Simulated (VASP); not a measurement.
Output of a VASP run:

File OSZICAR:
```
       N       E                     dE             d eps       ncg     rms          rms(c)
DAV:   1     0.942298916679E+02    0.94230E+02   -0.97329E+03  1536   0.245E+03
DAV:   2    -0.223016980435E+01   -0.96460E+02   -0.92085E+02  1666   0.366E+02
DAV:   3    -0.947795811259E+01   -0.72478E+01   -0.72034E+01  1681   0.899E+01
DAV:   4    -0.960302343821E+01   -0.12507E+00   -0.12498E+00  1737   0.125E+01
DAV:   5    -0.960483962084E+01   -0.18162E-02   -0.18161E-02  1647   0.134E+00    0.803E+00
DAV:   6    -0.745243443503E+01    0.21524E+01   -0.66932E+00  2209   0.486E+01    0.264E+00
DAV:   7    -0.745631835759E+01   -0.38839E-02   -0.37305E-01  1466   0.899E+00    0.174E+00
DAV:   8    -0.745008333059E+01    0.62350E-02   -0.90329E-02  1694   0.495E+00    0.891E-01
DAV:   9    -0.744375175092E+01    0.63316E-02   -0.24824E-02  2201   0.397E+00    0.229E-01
DAV:  10    -0.744417421216E+01   -0.42246E-03   -0.21454E-03  1662   0.765E-01    0.839E-02
DAV:  11    -0.744403416247E+01    0.14005E-03   -0.54963E-04  2189   0.507E-01    0.133E-02
DAV:  12    -0.744403880684E+01   -0.46444E-05   -0.48228E-05  1521   0.788E-02    0.828E-03
DAV:  13    -0.744403811574E+01    0.69111E-06   -0.24031E-06  2085   0.201E-02    0.119E-03
DAV:  14    -0.744403818101E+01   -0.65270E-07   -0.25797E-07  1456   0.535E-03
   1 F= -.74440382E+01 E0= -.74440382E+01  d E =0.000000E+00
```

OUTCAR:
```
------------------------ aborting loop because EDIFF is reached ----------------------------------------
  FORCE on cell =-STRESS in cart. coord.  units (eV):
  Direction    XX          YY          ZZ          XY          YZ          ZX
  --------------------------------------------------------------------------------------
  Total       -0.0102740     -0.0102740     -0.0102740      0.0000000     -0.0000000      0.0000000
  in kB       -0.7034467     -0.7034467     -0.7034467      0.0000000     -0.0000000      0.0000000
  external PRESSURE =      -0.7034467 kB  Pullay stress =       0.0000000 kB
  volume of cell :       23.40
      direct lattice vectors                 reciprocal lattice vectors
     0.000000000  2.270193584  2.270193584    -0.220245535  0.220245535  0.220245535
     2.270193584  0.000000000  2.270193584     0.220245535 -0.220245535  0.220245535
     2.270193584  2.270193584  0.000000000     0.220245535  0.220245535 -0.220245535
  FREE ENERGIE OF THE ION-ELECTRON SYSTEM (eV)
  ---------------------------------------------------
  free  energy   TOTEN  =        -7.4440381810 eV

  energy  without entropy=       -7.4440381810  energy(sigma->0) =       -7.44403818

 total charge

# of ion       s       p       d       tot
------------------------------------------
    1        0.789   0.862  10.162  11.813
    2        1.222   2.514   0.000   3.736
--------------------------------------------------
tot          2.011   3.376  10.162  15.550
```
(Selected blocks of OUTCAR.)

File POSCAR:
```
GaN
1
    0.0000000000     2.2701935837     2.2701935837
    2.2701935837     0.0000000000     2.2701935837
    2.2701935837     2.2701935837     0.0000000000
Ga N
1 1
Direct
  0.0000000000   0.0000000000   0.0000000000
  0.2500000000   0.2500000000   0.2500000000
```

Q: Reconstruct the remaining input files.

A: One answer among several that fit: the input of the run itself, optB88-vdW, plane waves, VASP's PBE PAW potentials (set 64).

File KPOINTS:
```
Automatic mesh
0
Gamma
11 11 11
0 0 0
```

INCAR:
```
AGGAC=0.0
ALGO=Normal
EDIFF=1E-7
ENCUT=520
GGA=BO
ISIF=2
ISMEAR=-5
LASPH=T
LCHARG=T
LMAXMIX=4
LORBIT=11
LREAL=F
LUSE_VDW=T
LWAVE=F
NEDOS=601
NELM=100
PARAM1=0.1833333333
PARAM2=0.22
PREC=Accurate
SYSTEM=GaN
```

POTCAR, in this order: Ga_d N (PBE.64 set). Program: vasp_std.

The compound is GaN in the zinc blende structure, a metastable form; wurtzite is the usual one. It was relaxed first.
